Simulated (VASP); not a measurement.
Computed with PBEsol GGA, VASP's PBE PAW potentials (set 64) (plane waves; VASP).

Input for VASP

**INCAR**
```
ALGO=Normal
EDIFF=1E-6
EDIFFG=-0.02
ENCUT=520
GGA=PS
IBRION=2
ISIF=3
ISMEAR=0
LASPH=.TRUE.
LCHARG=.FALSE.
LMAXMIX=4
LREAL=.FALSE.
LWAVE=.FALSE.
NELM=100
NSW=60
PREC=Accurate
SIGMA=0.05
SYSTEM=GaAs4B3
```

### KPOINTS
```
Automatic
0
Gamma
4 4 4
```

### POSCAR
```
GaAs4B3
1.0
  5.0111162528   0.0000000000   0.0000000000
  0.0000000000   5.0111162528   0.0000000000
  0.0000000000   0.0000000000   5.0111162528
Ga As B
1 4 3
Direct
  0.0000000000   0.0000000000   0.0000000000
  0.2662400070   0.2662400070   0.2662400070
  0.7337599930   0.7337599930   0.2662400070
  0.7337599930   0.2662400070   0.7337599930
  0.2662400070   0.7337599930   0.7337599930
  0.5000000000   0.5000000000   0.0000000000
  0.5000000000   0.0000000000   0.5000000000
  0.0000000000   0.5000000000   0.5000000000
```

POTCAR, in this order: Ga_d As B (PBE.64 set). Program: vasp_std.

Problem. What will the output report for the number of irreducible k-points (NKPTS), number of bands (NBANDS), largest plane-wave count, number of space-group operations, FFT grid (NGX, NGY, NGZ)?

Solution. 
```
Quantity                                      Result
--------------------------------------  ------------
number of irreducible k-points (NKPTS)            10
number of bands (NBANDS)                          26
largest plane-wave count                        3448
number of space-group operations                  24
FFT grid (NGX, NGY, NGZ)                40 × 40 × 40
```

The structure was generated: GaAs4B3 was put into an ordered model structure (P-43m), which need not be its known phase. It was relaxed first. The start is the result of an earlier pass.
